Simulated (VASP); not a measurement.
All values below come from PBE GGA, VASP's PBE PAW potentials (set 64) (plane waves; VASP 6.6.1).

Input for VASP

### POSCAR
```
HfGe
1
    3.3415400000     0.0000000000     0.0000000000
    0.0000000000     3.3415400000     0.0000000000
    0.0000000000     0.0000000000     3.3415400000
Hf Ge
1 1
Direct
  0.0000000000   0.0000000000   0.0000000000
  0.5000000000   0.5000000000   0.5000000000
```

### INCAR
```
ALGO  =  Normal
EDIFF  =  1E-6
ENCUT  =  400
GGA  =  PE
ISIF  =  2
ISMEAR  =  1
ISPIN  =  2
LASPH  =  .TRUE.
LCHARG  =  .FALSE.
LMAXMIX  =  6
LREAL  =  .FALSE.
LWAVE  =  .FALSE.
MAGMOM  =  2*1.0
NELM  =  100
PREC  =  Accurate
SIGMA  =  0.1
SYSTEM  =  HfGe
```

### KPOINTS
```
Automatic mesh
0
Gamma
8 8 8
0 0 0
```

POTCAR, in this order: Hf_pv Ge_d (PBE.64 set). Program: vasp_std.

Output of the run:

OUTCAR:
```
 ion  position               nearest neighbor table
   1  0.000  0.000  0.000-   2 2.89   2 2.89   2 2.89   2 2.89   2 2.89   2 2.89   2 2.89   2 2.89
  LATTYP: Found a simple cubic cell.
 ALAT       =     3.3415400000
 Subroutine PRICEL returns:
 Original cell was already a primitive cell.
 Subroutine GETGRP returns: Found 48 space group operations
The static configuration has the point symmetry O_h .
The dynamic configuration has the point symmetry O_h .
The overall configuration has the point symmetry O_h .
 Subroutine INISYM returns: Found 48 space group operations
 Subroutine IBZKPT returns following result:
 Found     35 irreducible k-points:

 Following reciprocal coordinates:
            Coordinates               Weight
  0.000000  0.000000  0.000000      1.000000
  0.125000  0.000000  0.000000      6.000000
  0.250000  0.000000  0.000000      6.000000
  0.375000  0.000000  0.000000      6.000000
  0.500000  0.000000  0.000000      3.000000
  0.125000  0.125000  0.000000     12.000000
  0.250000  0.125000  0.000000     24.000000
  0.375000  0.125000  0.000000     24.000000
  0.500000  0.125000  0.000000     12.000000
...
```

### OSZICAR
```
       N       E                     dE             d eps       ncg     rms          rms(c)
DAV:   1     0.112492554264E+03    0.11249E+03   -0.11343E+04  2546   0.266E+03
DAV:   2    -0.511794614728E+01   -0.11761E+03   -0.11524E+03  2620   0.423E+02
DAV:   3    -0.152606512303E+02   -0.10143E+02   -0.99901E+01  2951   0.917E+01
DAV:   4    -0.154668093596E+02   -0.20616E+00   -0.20539E+00  2974   0.133E+01
DAV:   5    -0.154696080848E+02   -0.27987E-02   -0.27982E-02  3143   0.173E+00    0.392E+01
DAV:   6    -0.150017338230E+02    0.46787E+00   -0.21612E+00  2970   0.930E+00    0.248E+01
DAV:   7    -0.149262085023E+02    0.75525E-01   -0.52358E-01  3031   0.698E+00    0.899E+00
DAV:   8    -0.149825690234E+02   -0.56361E-01   -0.10916E-01  2876   0.408E+00    0.170E+00
DAV:   9    -0.149768024471E+02    0.57666E-02   -0.19725E-02  2702   0.112E+00    0.382E-01
DAV:  10    -0.149755987442E+02    0.12037E-02   -0.17261E-03  2878   0.470E-01    0.130E-01
DAV:  11    -0.149754992677E+02    0.99477E-04   -0.23718E-04  3073   0.224E-01    0.528E-02
DAV:  12    -0.149754566966E+02    0.42571E-04   -0.16592E-05  2867   0.465E-02    0.208E-02
DAV:  13    -0.149754566563E+02    0.40350E-07   -0.39915E-06  2321   0.233E-02
   1 F= -.14975457E+02 E0= -.14975513E+02  d E =0.170201E-03  mag=     0.1317
```

OUTCAR:
```
------------------------ aborting loop because EDIFF is reached ----------------------------------------
  FORCE on cell =-STRESS in cart. coord.  units (eV):
  Direction    XX          YY          ZZ          XY          YZ          ZX
  --------------------------------------------------------------------------------------
  Total        0.0722222      0.0722222      0.0722222      0.0000000     -0.0000000     -0.0000000
  in kB        3.1012812      3.1012812      3.1012812      0.0000000     -0.0000000     -0.0000000
  external PRESSURE =       3.1012812 kB  Pullay stress =       0.0000000 kB
  volume of cell :       37.31
      direct lattice vectors                 reciprocal lattice vectors
     3.341540000  0.000000000  0.000000000     0.299263214  0.000000000  0.000000000
     0.000000000  3.341540000  0.000000000     0.000000000  0.299263214  0.000000000
     0.000000000  0.000000000  3.341540000     0.000000000  0.000000000  0.299263214
 POSITION                                       TOTAL-FORCE (eV/Angst)
 -----------------------------------------------------------------------------------
      0.00000      0.00000      0.00000         0.000000      0.000000      0.000000
      1.67077      1.67077      1.67077         0.000000      0.000000      0.000000
 -----------------------------------------------------------------------------------
    total drift:                                0.000000      0.000000     -0.000000
  FREE ENERGIE OF THE ION-ELECTRON SYSTEM (eV)
  ---------------------------------------------------
  free  energy   TOTEN  =       -14.9754566563 eV

  energy  without entropy=      -14.9756268575  energy(sigma->0) =      -14.97551339
```
(Selected blocks of OUTCAR.)

File OUTCAR:
```
 val. band max:        6.5321494210   @ k =   0.3750   0.1250   0.1250

 cond. band min:       6.5605639078   @ k =   0.3750   0.2500   0.0000


 Fermi energy:         6.5556181023

 spin component 1

 k-point     1 :       0.0000    0.0000    0.0000
  band No.  band energies     occupation
      1     -24.0965      1.00000
      2     -24.0965      1.00000
      3     -24.0965      1.00000
      4     -17.5470      1.00000
      5     -17.5470      1.00000
      6     -17.5303      1.00000
      7     -17.5303      1.00000
      8     -17.5303      1.00000
      9      -4.9671      1.00000
     10       5.0018      1.00000
     11       5.0018      1.00000
     12       8.4868     -0.00000
     13       8.4868     -0.00000
     14       8.4868     -0.00000
     15      10.1660      0.00000
     16      10.1660      0.00000
     17      10.1660      0.00000

 k-point     2 :       0.1250    0.0000    0.0000
  band No.  band energies     occupation
      1     -24.1389      1.00000
      2     -24.0932      1.00000
      3     -24.0932      1.00000
      4     -17.5466      1.00000
      5     -17.5413      1.00000
      6     -17.5305      1.00000
      7     -17.5305      1.00000
      8     -17.5299      1.00000
      9      -4.7228      1.00000
     10       4.5878      1.00000
     11       5.1116      1.00000
     12       7.8346     -0.00000
     13       7.8346     -0.00000
     14       7.9741     -0.00000
     15      10.2103      0.00000
     16      10.9517      0.00000
     17      10.9517      0.00000

 k-point     3 :       0.2500    0.0000    0.0000
  band No.  band energies     occupation
      1     -24.2397      1.00000
      2     -24.0854      1.00000
      3     -24.0854      1.00000
      4     -17.5456      1.00000
      5     -17.5312      1.00000
      6     -17.5312      1.00000
      7     -17.5292      1.00000
      8     -17.5276      1.00000
      9      -4.0249      1.00000
...
```

Unless said otherwise, spin-orbit coupling is left out, though it shifts the bands of the heavy elements here.

The structure was generated: HfGe was put into the CsCl type (Pm-3m), which need not be its known phase. The cell was not relaxed at this level.
